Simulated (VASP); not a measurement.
Method: TPSS meta-GGA, VASP's PBE PAW potentials (set 64) (plane waves; VASP).

The input files of a VASP run:

**INCAR**
```
SYSTEM = GaSb
PREC = Accurate; ENCUT = 520; LREAL = .FALSE.
LASPH = .TRUE.
EDIFF = 1E-7; NELM = 100; ALGO = Normal
LMAXMIX = 4; LMIXTAU = .TRUE.
ISMEAR = 1; SIGMA = 0.1
METAGGA = TPSS
ISIF = 2
LWAVE = .FALSE.; LCHARG = .FALSE.
```

File KPOINTS:
```
kpoints
0
gamma
 10 10 10
```

**POSCAR**
```
GaSb
4.2774430
  0.0000000000   0.7071066992   0.7071066992
  0.7071066992   0.0000000000   0.7071066992
  0.7071066992   0.7071066992   0.0000000000
Ga Sb
1 1
Cartesian
  0.0000000000   0.0000000000   0.0000000000
  0.3535533496   0.3535533496   0.3535533496
```

POTCAR, in this order: Ga_d Sb (PBE.64 set). Program: vasp_std.

Unless said otherwise, spin-orbit coupling is left out, though it shifts the bands of the heavy elements here.

Q: What does the run give for the energy per atom (σ→0), pressure, band gap (on the k-mesh)?

A: 
```yaml
energy per atom (σ→0): -11.578 eV/atom
band gap (on the k-mesh): 0.41 eV
pressure: 3.27 GPa
```

**OSZICAR**
```
...
DAV:  15    -0.231564348264E+02   -0.20247E-02   -0.94455E-04  1232   0.335E-01    0.432E-03
DAV:  16    -0.231564510687E+02   -0.16242E-04   -0.19694E-05  1472   0.538E-02    0.402E-03
DAV:  17    -0.231564673880E+02   -0.16319E-04   -0.35589E-06  1307   0.276E-02    0.327E-03
DAV:  18    -0.231564819814E+02   -0.14593E-04   -0.59128E-06  1277   0.245E-02    0.178E-03
DAV:  19    -0.231564845272E+02   -0.25458E-05   -0.26582E-06  1257   0.204E-02    0.765E-04
DAV:  20    -0.231564857070E+02   -0.11798E-05   -0.25289E-07  1547   0.658E-03    0.384E-04
DAV:  21    -0.231564857293E+02   -0.22213E-07   -0.46465E-08   801   0.187E-03
   1 F= -.23156486E+02 E0= -.23156493E+02  d E =0.221065E-04
```

The compound is GaSb in the zinc blende structure. This cell is one point of a volume scan, at 0.94 of the reference volume.
